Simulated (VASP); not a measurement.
VASP input:

KPOINTS:
```
Automatic mesh
0
Gamma
2 2 2
0 0 0
```

### POSCAR
```
Sm(AlZn)2
1
    0.0000000000     2.9320250000     5.4234050000
    2.9246450000     0.0000000000     5.4234050000
    2.9246450000     2.9320250000     0.0000000000
Sm Al Zn
1 2 2
Direct
  0.0000000000   0.0000000000   0.0000000000
  0.2500000000   0.2500000000   0.2500000000
  0.7500000000   0.7500000000   0.7500000000
  0.6105400000   0.6105400000   0.3894600000
  0.3894600000   0.3894600000   0.6105400000
```

INCAR:
```
SYSTEM = Sm(AlZn)2
PREC = Accurate
ENCUT = 400
EDIFF = 1E-6
NELM = 25
ALGO = VeryFast
LREAL = .FALSE.
LASPH = .TRUE.
ISMEAR = 1
SIGMA = 0.1
GGA = PE
LMAXMIX = 6
LWAVE = .FALSE.
LCHARG = .FALSE.
ISIF = 2
HFSCREEN = 0.2
AEXX = 0.25
LHFCALC = .TRUE.
PRECFOCK = Fast
ISYM = 3
```

POTCAR, in this order: Sm_3 Al Zn (PBE.64 set). Program: vasp_std.

Output of the run:

standard output:
```
 POSCAR found type information on POSCAR SmAlZn
 POSCAR found :  3 types and       5 ions
 Reading from existing POTCAR
 Reading from existing POTCAR
 LDA part: xc-table for (Slater+PW92), standard interpolation
 POSCAR, INCAR and KPOINTS ok, starting setup
 WAVECAR not read
 entering main loop
       N       E                     dE             d eps       ncg     rms          rms(c)
RMM:   1    -0.241017798993E+04   -0.24102E+04   -0.16344E+04   120   0.158E+03
RMM:   2    -0.256000111669E+04   -0.14982E+03   -0.32647E+03   120   0.363E+02
RMM:   3    -0.252740319867E+04    0.32598E+02   -0.47116E+02   120   0.155E+02
RMM:   4    -0.252374701163E+04    0.36562E+01   -0.73069E+01   120   0.604E+01
RMM:   5    -0.252522018709E+04   -0.14732E+01   -0.29949E+01   120   0.302E+01
RMM:   6    -0.252534523421E+04   -0.12505E+00   -0.23840E+01   120   0.281E+01
RMM:   7    -0.252575749997E+04   -0.41227E+00   -0.18758E+01   120   0.216E+01
RMM:   8    -0.252585578170E+04   -0.98282E-01   -0.39447E+01   120   0.341E+01
RMM:   9    -0.252408000200E+04    0.17758E+01   -0.16957E+01   347   0.220E+01
RMM:  10    -0.252408809363E+04   -0.80916E-02   -0.13625E+00   345   0.117E+01
RMM:  11    -0.252413395334E+04   -0.45860E-01   -0.13622E+00   358   0.114E+01
RMM:  12    -0.252415111204E+04   -0.17159E-01   -0.11361E+00   359   0.112E+01    0.146E+01
RMM:  13     0.175918601758E+03    0.27001E+04   -0.82748E+01   480   0.104E+02    0.148E+01
RMM:  14     0.173348555228E+03   -0.25700E+01   -0.56890E+01   445   0.707E+01    0.871E+00
RMM:  15     0.179475249970E+03    0.61267E+01   -0.71383E+00   413   0.419E+01    0.982E+00
RMM:  16     0.177704334005E+03   -0.17709E+01   -0.30025E+00   398   0.157E+01    0.155E+00
RMM:  17     0.178036664357E+03    0.33233E+00   -0.27444E+00   405   0.159E+01    0.106E+00
RMM:  18     0.178080222038E+03    0.43558E-01   -0.18031E+00   409   0.150E+01    0.182E+00
RMM:  19     0.178007823977E+03   -0.72398E-01   -0.30894E+00   414   0.155E+01    0.214E+00
RMM:  20     0.178023657214E+03    0.15833E-01   -0.27236E+00   414   0.149E+01    0.290E+00
RMM:  21     0.178001606283E+03   -0.22051E-01   -0.33785E+00   417   0.153E+01    0.288E+00
RMM:  22     0.178016913817E+03    0.15308E-01   -0.31356E+00   420   0.152E+01    0.401E+00
RMM:  23     0.178001747690E+03   -0.15166E-01   -0.36772E+00   419   0.154E+01    0.343E+00
RMM:  24     0.178016312256E+03    0.14565E-01   -0.34789E+00   423   0.152E+01    0.408E+00
RMM:  25     0.178010006173E+03   -0.63061E-02   -0.38769E+00   423   0.155E+01

 -----------------------------------------------------------------------------
|                                                                             |
|           W    W    AA    RRRRR   N    N  II  N    N   GGGG   !!!           |
|           W    W   A  A   R    R  NN   N  II  NN   N  G    G  !!!           |
|           W    W  A    A  R    R  N N  N  II  N N  N  G       !!!           |
|           W WW W  AAAAAA  RRRRR   N  N N  II  N  N N  G  GGG   !            |
|           WW  WW  A    A  R   R   N   NN  II  N   NN  G    G                |
|           W    W  A    A  R    R  N    N  II  N    N   GGGG   !!!           |
|                                                                             |
|     The electronic self-consistency was not achieved in the given           |
|     number of steps (NELM). The forces and other quantities evaluated       |
|     might not be reliable so examine the results carefully. If you find     |
|     spurious results, we suggest increasing NELM, if you were close to      |
|     convergence or switching to a different ALGO or adjusting the           |
|     density mixing parameters otherwise.                                    |
|                                                                             |
 -----------------------------------------------------------------------------

   1 F= 0.17801001E+03 E0= 0.17801556E+03  d E =-.166630E-01
```

OUTCAR:
```
------------------------ aborting loop EDIFF was not reached (unconverged)  ----------------------------
  FORCE on cell =-STRESS in cart. coord.  units (eV):
  Direction    XX          YY          ZZ          XY          YZ          ZX
  --------------------------------------------------------------------------------------
  Total     -225.2732722   -225.9193399   -224.8256429      0.0000000      0.0000000      0.0000000
  in kB    -3880.4079890  -3891.5367218  -3872.6974238      0.0000000      0.0000000      0.0000000
  external PRESSURE =   -3881.5473782 kB  Pullay stress =       0.0000000 kB
  volume of cell :       93.01
      direct lattice vectors                 reciprocal lattice vectors
     0.000000000  2.932025000  5.423405000    -0.170960920  0.170530606  0.092193004
     2.924645000  0.000000000  5.423405000     0.170960920 -0.170530606  0.092193004
     2.924645000  2.932025000  0.000000000     0.170960920  0.170530606 -0.092193004
 POSITION                                       TOTAL-FORCE (eV/Angst)
 -----------------------------------------------------------------------------------
      0.00000      0.00000      0.00000         0.000000     -0.000000      0.000000
      1.46232      1.46601      2.71170        -0.000000     -0.000000     -0.000000
      4.38697      4.39804      8.13511         0.000000      0.000000      0.000000
      2.92464      2.93202      6.62241        -0.000000     -0.000000      0.213524
      2.92464      2.93202      4.22440        -0.000000      0.000000     -0.213524
 -----------------------------------------------------------------------------------
    total drift:                                0.009576      0.035101      0.078784
  FREE ENERGIE OF THE ION-ELECTRON SYSTEM (eV)
  ---------------------------------------------------
  free  energy   TOTEN  =       178.0100061731 eV

  energy  without entropy=      178.0266692188  energy(sigma->0) =      178.01556052

  exchange ACFDT corr.  =        -0.07467840  see jH, gK, PRB 81, 115126
```
(Selected blocks of OUTCAR.)

Read input and log: which fault does this run have?
(A) a hybrid functional was run with ALGO = VeryFast
(B) NSW = 0, so the ions never move
(C) POTIM is too large for the ionic optimiser
(D) a metal was run with a tiny SIGMA on a coarse mesh

A, a hybrid functional was run with ALGO = VeryFast. The run did not converge; its last values are not results. Against the sound run, the energy per atom (σ→0) goes up by 38.962 eV/atom; the pressure falls by 389.73 GPa; the largest force decreases by 0.311 eV/Å.

To mend it, set ALGO = Normal.

The mended run (HSE06 screened hybrid, plane waves, VASP's PBE PAW potentials (set 64)) converges, and its OSZICAR ends with
```
   1 F= -.16795961E+02 E0= -.16792549E+02  d E =-.102364E-01
```

The structure comes from a computed database's Al2SmZn2 entry (Fmmm); how it stands against other phases isn't given here. The cell was not relaxed at this level. The electron count is odd and the run is not spin-polarised, which forces a metal. The 4f electrons are frozen in the core of the lanthanide potential, so 4f levels, which can set the real gap, and their magnetism are missing.
